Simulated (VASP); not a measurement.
NaF (rock salt) at three volumes. These are G0W0 on PBE orbitals, VASP's PBE PAW potentials (set 64) (plane waves; VASP) values and carry that method's errors. Settings: PREC = Normal, 500 eV cut-off, 4×4×4 Γ-centred mesh, Gaussian smearing of 0.010 eV, potentials Na_sv_GW F_GW_new.

The mesh is coarse and the basis finite, so the quasiparticle values are not converged.

```
V (Å³/atom)  PBE gap on the mesh (eV)  G0W0 gap (eV)  PBE direct gap (eV)  G0W0 direct gap (eV)
-----------  ------------------------  -------------  -------------------  --------------------
11.91                            6.56          11.02                 6.56                 11.02
12.41                            6.33          10.74                 6.33                 10.74
12.90                            6.12          10.49                 6.12                 10.49
```

Q: Estimate the volume deformation potential dE/d ln V of the smallest direct gap at both levels.

A: From the outer points, -5.5 eV in PBE and -6.6 eV in G0W0.

Runs of the series that failed, ran out of time, didn't relax or are held back are left out.

The compound is NaF in the rock salt structure.
